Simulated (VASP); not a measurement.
Write the native input for VASP 6.6.1 that does the following.

```
Task                   : relaxation of cell and atoms
Functional             : PBE
Potentials or basis    : VASP PAW PBE potentials, release 64 (Sn_d, Ge_d, O)
Cutoff                 : 520 eV
k mesh                 : 12 × 12 × 4
Occupations            : gaussian, width 0.1 eV
Spin                   : no spin polarisation
Further INCAR settings : ALGO = Normal; EDIFF = 1e-07; IBRION = 2; POTIM = 0.3; EDIFFG = -0.005; NSW = 60; ISIF = 3
```

The structure of Sn2GeO2 lies in POSCAR:

```
Sn2GeO2                                 
1.0
    3.0882940678      0.0000000000     -0.0000000000
   -1.5441470339      2.6745411172     -0.0000000000
   -0.0000000000      0.0000000000     11.5939566584
  Sn              Ge              O             
     2     1     2
Direct
     0.6666666699999979    0.3333333300000021    0.3768966269551342
     0.3333333300000021    0.6666666699999979    0.6231033730448658
     0.0000000000000000    1.0000000000000000    0.0000000000000000
     0.6666666699999979    0.3333333300000021    0.9193149565109017
     0.3333333300000021    0.6666666699999979    0.0806850434890985
```

The cell was built by a generator and needn't be a form met in nature.

One way to write it, as run:

INCAR

```
  ALGO = Normal
  EDIFF = 1E-7
  EDIFFG = -0.005
  ENCUT = 520
  GGA = PE
  IBRION = 2
  ISIF = 3
  ISMEAR = 0
  KPAR = 4
  LASPH = True
  LCHARG = False
  LREAL = False
  LWAVE = False
  NELM = 120
  NSW = 60
  POTIM = 0.3
  PREC = Accurate
  SIGMA = 0.1
```

KPOINTS

```
k-points
0
Gamma
  12 12 4
```

Potentials or basis: VASP PAW PBE potentials, release 64 (Sn_d, Ge_d, O).

Launch:

```sh
$ cat potpaw_PBE.64/Sn_d/POTCAR potpaw_PBE.64/Ge_d/POTCAR potpaw_PBE.64/O/POTCAR > POTCAR
$ mpirun -np 4 vasp_std > vasp.out
```

It gave:

```json
{"Relaxed volume": "19.15 Å³/atom", "Relaxed cell": "a = 3.088 Å, b = 3.088 Å, c = 11.595 Å, α = 90.00°, β = 90.00°, γ = 120.00°", "Space group after relaxing (to 0.05 Å)": "P-3m1 (No. 164)", "Energy gained by relaxing": "0.0 meV/atom", "Ionic steps": "8", "Pressure after relaxing": "0.0 GPa", "Band gap on the k mesh": "none (metal or under the smearing width)"}
```

It took 2.3 min on 4 MPI ranks on AMD EPYC 9R45 (Zen 5), with other jobs on the host, peak memory 0.33 GiB a rank.
